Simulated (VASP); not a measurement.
## Dysprosium: phonons from a supercell

Aim: the phonon dispersion and thermal properties of Dysprosium. The start is a cell from a database of measured crystal structures.

Main program and level: VASP 6.6.1; PBEsol, 4f electrons in the core; plane waves and PAW (Dy_3).

Report form: the programs' logs are mostly left out.

### 1. The starting structure

It takes space group P6_3/mmc (No. 194, hexagonal). Conventional cell: a = 3.590 Å, b = 3.590 Å, c = 5.647 Å, α = 90.00°, β = 90.00°, γ = 120.00°. Nearest to Dy lie 12 Dy at 3.50 to 3.59 Å.

### 2. Relax the host

Cell and atoms are relaxed first, so that later runs start from this functional's own cell.

Input file INCAR:

```
SYSTEM = Dy
PREC = Accurate
ENCUT = 350
EDIFF = 1E-06
NELM = 120
ISMEAR = 1
SIGMA = 0.15
LREAL = .FALSE.
ALGO = Normal
GGA = PS
NBANDS = 15
LASPH = .TRUE.
LORBIT = 11
LWAVE = .FALSE.
LCHARG = .FALSE.
KPAR = 4
IBRION = 2
NSW = 40
ISIF = 3
EDIFFG = -0.02
POTIM = 0.4
```

Input file POSCAR:

```
Dy
1.0
    3.5903000000      0.0000000000      0.0000000000
   -1.7951500000      3.1092910072      0.0000000000
    0.0000000000      0.0000000000      5.6475000000
Dy
2
Direct
    0.6666666667      0.3333333333      0.7500000000
    0.3333333333      0.6666666667      0.2500000000
```

Input file KPOINTS:

```
Automatic mesh
0
Gamma
11 11 6
0 0 0
```

PAW data sets: Dy_3 (PBE family, release 64).

Launch:

```console
$ mpirun -np 4 vasp_std
```

Run time: 17 s. Hardware: 4 MPI ranks of Intel Xeon 6975P-C (Granite Rapids), shared host; peak memory 0.65 GiB; 59 s of CPU time.

The data set Dy_3 holds the 4f electrons frozen in the core, so no f bands or f moments appear. The k-mesh is coarse for a metal. The PAW data sets were made with PBE, which is usual practice but a small mismatch for other functionals. The run keeps the 24 symmetry operations of its start, so it cannot find a distortion of lower symmetry.

Relaxation path:

| step | energy less that of the first step (eV) | largest force (eV/Å) | pressure (GPa) | volume (Å³) |
| --- | --- | --- | --- | --- |
| 1 | 0.0000 | 0.0000 | -1.99 | 63.04 |
| 2 | -0.0202 | 0.0000 | -0.12 | 60.23 |
| 3 | -0.0203 | 0.0000 | 0.01 | 60.04 |
| 4 | -0.0203 | 0.0000 | 0.07 | 59.98 |
| 5 | -0.0204 | 0.0000 | 0.05 | 60.00 |

```csv
"conventional cell, symmetrised",before,after,change
a (Å),3.590,3.542,-1.3 %
b (Å),3.590,3.542,-1.3 %
c (Å),5.647,5.522,-2.2 %
volume (Å³/atom),31.52,30.00,-4.8 %
```

The relaxed structure:

```xyz
2
Lattice="3.5422 0.0000 0.0000 -1.7711 3.0676 0.0000 0.0000 0.0000 5.5217" Properties=species:S:1:pos:R:3 pbc="T T T"
Dy    1.7711    1.0225    4.1413
Dy    0.0000    2.0451    1.3804
```

Numbers from this step:

| Property | Result |
| --- | --- |
| electronic cycles | 33 |
| electrons | 18 |
| free energy (TOTEN) | -9.933 eV |
| energy at zero smearing | -9.934 eV |
| Fermi energy | 3.293 eV |
| pressure | 0.05394 GPa |
| labelled metallic, from the levels on this mesh | yes |

The run ended after 5 ionic steps, 0.020 eV below its first step, once forces and stress met EDIFFG = -0.02.

### 3. Tight relaxation

Force constants are second derivatives, so residual forces and stress must first be far smaller than in an ordinary relaxation. Smearing differs from the relaxation before, which can move the cell too.

Input file INCAR:

```
SYSTEM = Dy
PREC = Accurate
ENCUT = 350
EDIFF = 1E-08
NELM = 120
ISMEAR = 1
SIGMA = 0.2
LREAL = .FALSE.
ALGO = Fast
GGA = PS
NBANDS = 15
LASPH = .TRUE.
LORBIT = 11
LWAVE = .FALSE.
LCHARG = .FALSE.
KPAR = 4
IBRION = 1
NSW = 30
ISIF = 3
EDIFFG = -0.002
POTIM = 0.4
```

Input file POSCAR:

```
Dy
1.0
    3.5421847776      0.0000000000      0.0000000000
   -1.7710923888      3.0676220023      0.0000000000
    0.0000000000      0.0000000000      5.5217332300
Dy
2
Direct
    0.6666666667      0.3333333333      0.7500000000
    0.3333333333      0.6666666667      0.2500000000
```

KPOINTS is that of step 2.

Launch:

```console
$ mpirun -np 4 vasp_std
```

Elapsed: 19 s, on 4 MPI ranks; peak memory 0.64 GiB; 64 s of CPU time.

Little changed from the start: no atom moved by 0.005 Å and no cell edge by 0.1 %.

Numbers from this step:

```
electronic cycles       : 36
free energy (TOTEN)     : -9.932 eV
energy at zero smearing : -9.933 eV
Fermi energy            : 3.274 eV
pressure                : 8.29e-4 GPa
```

The run ended after 4 ionic steps, 0.000 eV below its first step, once forces and stress met EDIFFG = -0.002.

### 4. Force constants in the supercell

System of this step: Dysprosium. It takes space group P6_3/mmc (No. 194, hexagonal). Conventional cell: a = 3.545 Å, b = 3.545 Å, c = 5.517 Å, α = 90.00°, β = 90.00°, γ = 120.00°. Nearest to Dy lie 12 Dy at 3.44 to 3.55 Å.

Each independent atom is moved by 0.015 Å both ways; the forces give the force constants out to half the supercell.

Input file INCAR:

```
SYSTEM = Dy
PREC = Accurate
ENCUT = 350
EDIFF = 1E-07
NELM = 120
ISMEAR = 1
SIGMA = 0.2
LREAL = Auto
ALGO = Fast
GGA = PS
NBANDS = 188
LASPH = .TRUE.
LWAVE = .FALSE.
LCHARG = .FALSE.
KPAR = 4
IBRION = 6
NSW = 1
NFREE = 2
POTIM = 0.015
ISIF = 0
ADDGRID = .TRUE.
```

Input file POSCAR:

```
Dy
1.0
   10.6358921235      0.0000000000      0.0000000000
   -5.3179460616      9.2109527709      0.0000000000
    0.0000000000      0.0000000000     11.0348816826
Dy
36
Direct
    0.2222222222      0.1111111111      0.3750000000
    0.2222222222      0.1111111111      0.8750000000
    0.2222222222      0.4444444444      0.3750000000
    0.2222222222      0.4444444444      0.8750000000
    0.2222222222      0.7777777778      0.3750000000
    0.2222222222      0.7777777778      0.8750000000
    0.5555555556      0.1111111111      0.3750000000
    0.5555555556      0.1111111111      0.8750000000
    0.5555555556      0.4444444444      0.3750000000
    0.5555555556      0.4444444444      0.8750000000
    0.5555555556      0.7777777778      0.3750000000
    0.5555555556      0.7777777778      0.8750000000
    0.8888888889      0.1111111111      0.3750000000
    0.8888888889      0.1111111111      0.8750000000
    0.8888888889      0.4444444444      0.3750000000
    0.8888888889      0.4444444444      0.8750000000
    0.8888888889      0.7777777778      0.3750000000
    0.8888888889      0.7777777778      0.8750000000
    0.1111111111      0.2222222222      0.1250000000
    0.1111111111      0.2222222222      0.6250000000
    0.1111111111      0.5555555556      0.1250000000
    0.1111111111      0.5555555556      0.6250000000
    0.1111111111      0.8888888889      0.1250000000
    0.1111111111      0.8888888889      0.6250000000
    0.4444444444      0.2222222222      0.1250000000
    0.4444444444      0.2222222222      0.6250000000
    0.4444444444      0.5555555556      0.1250000000
    0.4444444444      0.5555555556      0.6250000000
    0.4444444444      0.8888888889      0.1250000000
    0.4444444444      0.8888888889      0.6250000000
    0.7777777778      0.2222222222      0.1250000000
    0.7777777778      0.2222222222      0.6250000000
    0.7777777778      0.5555555556      0.1250000000
    0.7777777778      0.5555555556      0.6250000000
    0.7777777778      0.8888888889      0.1250000000
    0.7777777778      0.8888888889      0.6250000000
```

Input file KPOINTS:

```
Automatic mesh
0
Gamma
4 4 3
0 0 0
```

Launch:

```console
$ mpirun -np 4 vasp_std
```

The job ended after 58 min (4 MPI ranks; peak memory 12 GiB).

The last energy, forces, stress and levels in OUTCAR belong to the last displaced cell, not to the cell of POSCAR.

Numbers from this step:

```yaml
electrons: 324
lowest_frequency: -1.06e-6 cm⁻¹
highest_frequency: 111.0 cm⁻¹
dynamically_stable: yes
zero_point_energy: 14.21 meV/atom
heat_capacity_300: 24.64 J/K/mol of atoms
entropy_300: 51.33 J/K/mol of atoms
```

No long-range dipole term. The phonon branches at the labelled points (cm⁻¹):

```
          point  branch 1  branch 2  branch 3  branch 4  branch 5  branch 6
              Γ         0         0         0        62        62       109
0.47 of the way        41        42        65        79        83       111
              M        56        56        93        95       100       104
0.47 of the way        60        64        86        94        96       104
              K        75        75        77        77        93       106
0.47 of the way        50        60        65        88        92       108
              Γ         0         0         0        62        62       109
0.47 of the way        25        25        47        59        59       105
              A        47        47        47        47        86        86
0.53 of the way        63        63        65        65        95        95
              L        62        62        71        71       110       110
0.47 of the way        48        48        85        85       107       107
              H        38        38        97        97       102       102
0.47 of the way        55        55        76        76        97        97
              A        47        47        47        47        86        86
      jump to L        62        62        71        71       110       110
0.47 of the way        53        59        83        85       102       110
              M        56        56        93        95       100       104
      jump to K        75        75        77        77        93       106
0.47 of the way        54        54        93        94        94       103
              H        38        38        97        97       102       102
```

The phonon density of states by frequency; read off at these points:

```csv
frequency (cm⁻¹),phonon density of states (states/cm⁻¹/cell)
-5.0,0
0.0,3.2e-5
5.0,1.8e-4
10.0,7.5e-4
15.0,0.00161
20.0,0.00274
25.0,0.00490
30.0,0.00751
35.0,0.0130
40.0,0.0328
45.0,0.0684
50.0,0.0840
51.2,0.0846
55.0,0.0819
60.0,0.0769
65.0,0.0715
70.0,0.0704
75.0,0.0781
80.0,0.0831
85.0,0.0802
90.0,0.0864
95.0,0.0845
100.0,0.0896
105.0,0.117
110.0,0.0601
115.0,0.00494
120.0,2.9e-5
125.0,0
```

The heat capacity at constant volume by temperature:

| temperature (K) | heat capacity at constant volume (J/K/mol of atoms) |
| --- | --- |
| 0 | 0 |
| 25 | 7.17 |
| 50 | 16.8 |
| 75 | 20.7 |
| 100 | 22.4 |
| 125 | 23.3 |
| 150 | 23.8 |
| 200 | 24.3 |
| 225 | 24.4 |
| 250 | 24.5 |
| 275 | 24.6 |
| 300 | 24.6 |
| 325 | 24.7 |
| 350 | 24.7 |
| 375 | 24.8 |
| 400 | 24.8 |
| 425 | 24.8 |
| 450 | 24.8 |
| 475 | 24.8 |
| 525 | 24.8 |
| 550 | 24.9 |
| 575 | 24.9 |
| 600 | 24.9 |
| 625 | 24.9 |
| 650 | 24.9 |
| 675 | 24.9 |
| 700 | 24.9 |
| 725 | 24.9 |
| 750 | 24.9 |
| 775 | 24.9 |
| 800 | 24.9 |
| 850 | 24.9 |
| 875 | 24.9 |
| 900 | 24.9 |
| 925 | 24.9 |
| 950 | 24.9 |
| 975 | 24.9 |
| 1000 | 24.9 |

Table of vibrational entropy by temperature:

| temperature (K) | vibrational entropy (J/K/mol of atoms) |
| --- | --- |
| 0 | 0 |
| 25 | 2.79 |
| 75 | 18.9 |
| 100 | 25.1 |
| 150 | 34.5 |
| 175 | 38.2 |
| 200 | 41.4 |
| 250 | 46.9 |
| 275 | 49.2 |
| 300 | 51.3 |
| 350 | 55.1 |
| 375 | 56.8 |
| 425 | 59.9 |
| 450 | 61.4 |
| 475 | 62.7 |
| 525 | 65.2 |
| 550 | 66.3 |
| 575 | 67.5 |
| 625 | 69.5 |
| 650 | 70.5 |
| 700 | 72.3 |
| 725 | 73.2 |
| 750 | 74.1 |
| 800 | 75.7 |
| 825 | 76.4 |
| 850 | 77.2 |
| 900 | 78.6 |
| 925 | 79.3 |
| 975 | 80.6 |
| 1000 | 81.2 |

### 5. Outcome

| Item | Value |
| --- | --- |
| highest frequency | 111 cm⁻¹ |
| lowest frequency | -1.1e-6 cm⁻¹ |
| zero point energy | 14.2 meV/atom |
| heat capacity 300 | 24.6 J/K/mol of atoms |
| entropy 300 | 51.3 J/K/mol of atoms |

The spectrum reaches 111 cm⁻¹, and its lowest point lies at 0 cm⁻¹. No mode is imaginary, so the structure is a local minimum as far as this supercell can tell. Frequencies between the wave vectors that fit the supercell are interpolated.

[Lines on the potential files, build, host, timing and source positions are cut from VASP's logs without a mark.]

[Logs are printed without paths, hosts, clocks, repeated set-up lines and the standing remarks that a program may print on its own settings, such as how far it seeks lower states.]

[Hosts, paths, dates, database ids (printed as entryN), source tags and the programs' standing remarks are cut or masked in the printed files.]

[Runs that stopped without an error message from VASP are left out.]
